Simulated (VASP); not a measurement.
Runs of VASP 6.6.1 on AsH3. The cell holds a molecule in a box, 4 atoms: a = 12.557 Å, b = 13.057 Å, c = 13.557 Å, α = 90.00°, β = 90.00°, γ = 90.00°. 

```tsv
level	potentials or basis	grid for exact exchange (PRECFOCK)	screening parameter	gap on the mesh (eV)	largest force (eV/Å)
HSE06+D3(BJ)	VASP PAW PBE potentials, release 64 (As, H)	Fast	0.2 1/A	6.94	0.70
RPBE	VASP PAW PBE potentials, release 64 (As, H)	-	-	5.92	(b)
PBEsol	VASP PAW PBE potentials, release 64 (As, H)	-	-	6.02	(a)
r2SCAN+rVV10	VASP PAW PBE potentials, release 64 (As, H)	-	-	6.84	0.65
optB86b-vdW	VASP PAW PBE potentials, release 64 (As, H)	-	-	5.81	0.05
rev-vdW-DF2	VASP PAW PBE potentials, release 64 (As, H)	-	-	5.82	0.05
RPBE+D3(BJ)	VASP PAW PBE potentials, release 64 (As, H)	-	-	5.92	0.05
LDA	VASP PAW LDA potentials, release 64 (As, H)	-	-	6.03	0.19
```

Alike in all rows: task single point; no spin polarisation; cell as given; k mesh 1 × 1 × 1; cutoff (eV) 400; smearing gaussian 0.01 eV.

Problem. Estimate the missing entries.

Solution. (a) 0.11; (b) 0.07.

Caveats: the PAW data sets were made with another functional, which shifts forces and pressure a little (some runs).

A k mesh can miss the band edges, and the runs leave out spin-orbit coupling on As.

Runs at the PBE level aren't shown here.
